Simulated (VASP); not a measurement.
Input of a VASP 6.6.1 run:

The input INCAR:

```
SYSTEM = Hf2CdBSe4
  ALGO = Fast
  EDIFF = 1E-6
  EDIFFG = -0.01
  ENCUT = 600
  GGA = PE
  IBRION = 2
  ISIF = 3
  ISMEAR = 1
  LASPH = .True.
  LCHARG = .False.
  LREAL = .False.
  LWAVE = .False.
  NELM = 60
  NSW = 100
  PREC = Accurate
  PSTRESS = 200.0
  SIGMA = 0.0269
```

Contents of KPOINTS:

```
k-points
0
Gamma
  5 5 5
  0 0 0
```

Contents of POSCAR:

```
Hf2CdBSe4
1.0
    0.0000000000      5.7963100000      0.0000000000
    5.7963100000      0.0000000000      0.0000000000
    2.8981550000      2.8981550000     -5.5729060000
B Hf Se Cd
1 2 4 1
Direct
    0.5000000000      0.5000000000      0.0000000000
    0.2500000000      0.7500000000      0.5000000000
    0.7500000000      0.2500000000      0.5000000000
    0.4042000000      0.4042000000      0.7326000000
    0.5958000000      0.1368000000      0.2674000000
    0.8632000000      0.8632000000      0.7326000000
    0.1368000000      0.5958000000      0.2674000000
    0.0000000000      0.0000000000      0.0000000000
```

Potentials or basis: VASP PAW PBE potentials, release 64 (B, Hf_pv, Se, Cd).

The run is started by

```bash
$ cat potpaw_PBE.64/B/POTCAR potpaw_PBE.64/Hf_pv/POTCAR potpaw_PBE.64/Se/POTCAR potpaw_PBE.64/Cd/POTCAR > POTCAR
$ mpirun -np 1 vasp_std > vasp.out
```

Task: What does it give for the relaxed cell?

Result: a = 4.806 Å, b = 4.806 Å, c = 7.408 Å, α = 71.07°, β = 71.07°, γ = 90.00°.

Task: Predict the space group after relaxing (to 0.05 Å).

Result: I-42m (No. 121).

Step by step:
```tsv
step	energy change (eV)	largest force (eV/Å)	pressure (GPa)	volume (Å³)
1	0.0000	2.4015	10.67	187.23
2	2.8271	4.2588	33.37	152.68
3	2.2840	4.0691	29.39	156.66
4	1.7618	3.1262	30.64	151.73
5	2.0513	0.5720	35.82	145.40
6	1.8445	1.3033	34.21	146.83
7	-0.1746	0.4152	20.24	158.22
8	-0.2898	0.3672	19.41	159.11
9	-0.3212	0.3553	19.18	159.37
10	-0.3119	0.2272	19.35	159.10
11	-0.2575	0.2454	20.01	158.27
12	-0.0211	1.2749	21.46	156.48
13	-0.1840	0.6173	20.58	157.56
14	-0.2125	0.6314	20.40	157.61
15	-0.2928	0.6595	19.98	157.71
16	-0.4276	0.8150	19.19	157.69
17	-0.4927	1.3791	18.24	156.81
18	-0.4953	1.3454	18.26	156.38
19	-0.4577	1.3836	18.36	154.94
20	-0.0205	1.3688	19.30	151.37
21	-0.3152	1.3703	18.69	153.32
22	-0.2920	1.1046	19.46	152.48
23	-0.0911	0.3276	22.15	149.99
24	-0.3222	0.1690	20.35	151.67
25	-0.3917	0.1374	19.78	152.22
26	-0.3861	0.1394	19.81	152.18
27	-0.3747	0.0831	19.93	152.07
28	-0.3573	0.0097	20.08	151.93
29	-0.3691	0.0069	19.99	152.02
30	-0.3767	0.0081	19.93	152.08
31	-0.3761	0.0075	19.96	152.08
32	-0.3741	0.0064	20.02	152.06
```

Caveat: the cell is relaxed towards a set pressure, so the enthalpy falls and the energy may rise; the volume moved by over 15 % at a fixed basis, so the end points are rough. Spin-orbit coupling is left out, which matters for the levels of Hf.
